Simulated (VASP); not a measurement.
```xyz
2
Lattice="0.0000 2.2799 2.2799 2.2799 0.0000 2.2799 2.2799 2.2799 0.0000" Properties=species:S:1:pos:R:3 pbc="T T T"
Cd     0.0000     0.0000     0.0000
O      2.2799     2.2799     2.2799
```

Calculation: LDA (Ceperley-Alder, Perdew-Zunger), VASP's LDA PAW potentials (set 64) (plane waves; VASP). Numerical set-up: 520 eV cut-off, 13×13×13 Γ-centred mesh, first-order Methfessel-Paxton smearing of 0.10 eV, potentials Cd O.

Task: Predict the energy per atom (σ→0), pressure, band gap (on the k-mesh) with the smallest direct gap where there is one.

Result: 
```json
{
  "band gap (on the k-mesh)": "none (metal, semimetal or under 0.01 eV)",
  "energy per atom (σ→0)": "-4.644 eV/atom",
  "pressure": "11.63 GPa"
}
```

Only differences to runs with the same potentials and settings are physical.

The compound is CdO in the rock salt structure. This cell is one point of a volume scan, at 0.94 of the reference volume.
